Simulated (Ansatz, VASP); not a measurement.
Sn2TeS in VASP and in Ansatz

```
Sn Te S
1.0
     4.29209    0.00000    0.00000
    -2.14605    3.71706    0.00000
     0.00000    0.00000   14.71693
Sn Te S
4 2 2
Direct
  0.33333 0.66667 0.63439
  0.66667 0.33333 0.13439
  0.66667 0.33333 0.36561
  0.33333 0.66667 0.86561
  0.00000 0.00000 0.00000
  0.00000 0.00000 0.50000
  0.33333 0.66667 0.25000
  0.66667 0.33333 0.75000
```

Change from the starting cell: species swapped into the RbYTe2 type (P6_3/mmc, No. 194).

Alike in both runs: functional PBE; k mesh 6 × 6 × 1; occupations gaussian, width 0.1 eV; no spin polarisation.

Ansatz relaxed the structure, and its values are those at the end. VASP's run is a single point on that final structure, the one shown.

|  | VASP | Ansatz |
| --- | --- | --- |
| version | VASP 6.6.1 | Ansatz 0.2.0 |
| potentials or method | VASP PAW PBE potentials, release 64 (Sn_d, Te, S) | scalar-relativistic, plane waves, PAW |
| plane-wave cutoff (eV) | 520 | 420 |
| valence electrons in the cell | 80 | 100 |

|  | VASP | Ansatz | Ansatz less VASP |
| --- | --- | --- | --- |
| gap on the k mesh at the Fermi level (eV) | none | none | - |
| pressure (GPa) | 0.0 | 0.1 | +0.03 |
| rms of the force components (eV/Å) | 0.012 | 0.011 | -0.0009 |

A gap of «none» marks a metal or a gap that the smearing closes. The functional is the same, so the differences come from potentials, cutoffs and numerics. The two sets of potentials don't hold the same shells in valence.

Caveats: the k mesh is coarse (spacing up to 0.43 Å⁻¹), so the values aren't converged. Spin-orbit coupling is left out, which matters for the levels of Te.
